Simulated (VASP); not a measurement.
Here is the system:

```yaml
crystal:
  lattice:
    - [2.02788, -3.51238, 0.00000]
    - [2.02788, 3.51238, 0.00000]
    - [0.00000, 0.00000, 5.13557]
  atoms:
    - { symbol: Te, position: [0.33333, 0.66667, 0.26463] }
    - { symbol: Te, position: [0.66667, 0.33333, 0.73537] }
    - { symbol: Pt, position: [0.00000, 0.00000, 0.00000] }
```

Computed with vdW-DF-cx, VASP's PBE PAW potentials (set 64) (plane waves; VASP 6.6.1). Settings: 520 eV cut-off, 10×10×7 Γ-centred mesh, tetrahedra with Blöchl corrections, potentials Te Pt.

The cores are frozen, which limits the accuracy of field gradients.

### Question
Give the principal components of the electric field gradient (V/Å²) and the asymmetry η at each nucleus.

### Answer

| atom | Vxx | Vyy | Vzz | η |
|---|---|---|---|---|
| Te1 | 2.4 | 2.4 | -4.7 | 0.00 |
| Te2 | 2.4 | 2.4 | -4.7 | 0.00 |
| Pt3 | -60.6 | -60.6 | 121.2 | 0.00 |

The compound is PtTe2 in the 1T layered structure. It was relaxed first.
